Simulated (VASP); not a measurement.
These are PBEsol GGA, VASP's PBE PAW potentials (set 64) (plane waves; VASP) values and carry that method's errors.

Input for VASP

**INCAR**
```
ALGO = Normal
DIPOL = 0.5 0.5 0.5
EDIFF = 1E-6
ENCUT = 400
GGA = PS
IDIPOL = 3
ISMEAR = 0
LASPH = T
LCHARG = F
LDIPOL = T
LMAXMIX = 4
LORBIT = 11
LREAL = F
LVHAR = T
LWAVE = F
NELM = 100
NELMIN = 4
PREC = Normal
SIGMA = 0.05
SYSTEM = PbSe(110) slab
```

KPOINTS:
```
Automatic mesh
0
Gamma
5 4 1
0 0 0
```

### POSCAR
```
PbSe(110) slab
4.3136580
  1.0000000484   0.0000000000   0.0000000000
  0.0000000000   1.4142134677   0.0000000000
  0.0000000000   0.0000000000   6.4662093940
Pb Se
6 6
Cartesian
  0.0000000000   0.0000000000   2.0074838806
  0.5000000242   0.7071067339   2.4356717649
  0.0000000000   0.0000000000   3.0105619151
  0.5000000242   0.7071067339   3.4556474789
  0.0000000000   0.0000000000   4.0305376291
  0.5000000242   0.7071067339   4.4587255134
  0.5000000242   0.0000000000   2.4402058140
  0.0000000000   0.7071067339   1.9979901318
  0.5000000242   0.0000000000   3.4582047263
  0.0000000000   0.7071067339   3.0080046677
  0.5000000242   0.0000000000   4.4682192622
  0.0000000000   0.7071067339   4.0260035800
```

POTCAR, in this order: Pb_d Se (PBE.64 set). Program: vasp_std. Read from the step before: WAVECAR.

Output of the run:

OSZICAR:
```
       N       E                     dE             d eps       ncg     rms          rms(c)
DAV:   1    -0.521844788439E+02   -0.52184E+02   -0.41139E-05  1816   0.313E-02    0.630E-03
DAV:   2    -0.521844741030E+02    0.47409E-05   -0.17858E-05  1496   0.244E-02    0.385E-03
DAV:   3    -0.521844740330E+02    0.70047E-07   -0.30907E-06  1200   0.630E-03    0.317E-03
DAV:   4    -0.521844740776E+02   -0.44671E-07   -0.40189E-07   824   0.390E-03
   1 F= -.52184474E+02 E0= -.52184474E+02  d E =-.292311E-13
```

OUTCAR:
```
------------------------ aborting loop because EDIFF is reached ----------------------------------------
  FORCE on cell =-STRESS in cart. coord.  units (eV):
  Direction    XX          YY          ZZ          XY          YZ          ZX
  --------------------------------------------------------------------------------------
  Total       -1.5111555      0.5642584      0.3057281      0.0000000      0.0000000      0.0000000
  in kB       -3.2985103      1.2316483      0.6673353      0.0000000      0.0000000      0.0000000
  external PRESSURE =      -0.4665089 kB  Pullay stress =       0.0000000 kB
  volume of cell :      734.01
      direct lattice vectors                 reciprocal lattice vectors
     4.313658209  0.000000000  0.000000000     0.231821798  0.000000000  0.000000000
     0.000000000  6.100433239  0.000000000     0.000000000  0.163922784  0.000000000
     0.000000000  0.000000000 27.893015882     0.000000000  0.000000000  0.035851268
 POSITION                                       TOTAL-FORCE (eV/Angst)
 -----------------------------------------------------------------------------------
      0.00000      0.00000      8.65960         0.000000      0.000000     -0.016801
      2.15683      3.05022     10.50665         0.000000      0.000000      0.002435
      0.00000      0.00000     12.98653         0.000000      0.000000     -0.013034
      2.15683      3.05022     14.90648         0.000000      0.000000      0.013034
      0.00000      0.00000     17.38636         0.000000      0.000000     -0.002435
      2.15683      3.05022     19.23342         0.000000      0.000000      0.016801
      2.15683      0.00000     10.52621         0.000000      0.000000      0.004412
      0.00000      3.05022      8.61865         0.000000      0.000000     -0.027787
      2.15683      0.00000     14.91751         0.000000      0.000000     -0.002590
      0.00000      3.05022     12.97550         0.000000      0.000000      0.002590
      2.15683      0.00000     19.27437         0.000000      0.000000      0.027787
      0.00000      3.05022     17.36680         0.000000      0.000000     -0.004412
 -----------------------------------------------------------------------------------
    total drift:                                0.000000     -0.000000      0.000000
  FREE ENERGIE OF THE ION-ELECTRON SYSTEM (eV)
  ---------------------------------------------------
  free  energy   TOTEN  =       -52.1844740776 eV

  energy  without entropy=      -52.1844740776  energy(sigma->0) =      -52.18447408

 total charge

# of ion       s       p       d       tot
------------------------------------------
    1        1.438   0.593   9.831  11.862
    2        1.454   0.588   9.838  11.880
    3        1.453   0.572   9.837  11.862
    4        1.453   0.572   9.837  11.862
    5        1.454   0.588   9.838  11.880
    6        1.438   0.593   9.831  11.862
    7        1.469   2.320   0.021   3.810
    8        1.470   2.315   0.015   3.800
    9        1.471   2.317   0.019   3.807
   10        1.471   2.317   0.019   3.807
   11        1.470   2.315   0.015   3.800
   12        1.469   2.320   0.021   3.810
--------------------------------------------------
tot         17.509  17.409  59.122  94.040
```
(Selected blocks of OUTCAR.)

The cell is a thin slab with vacuum, built from PbSe (rock salt): (110) face.
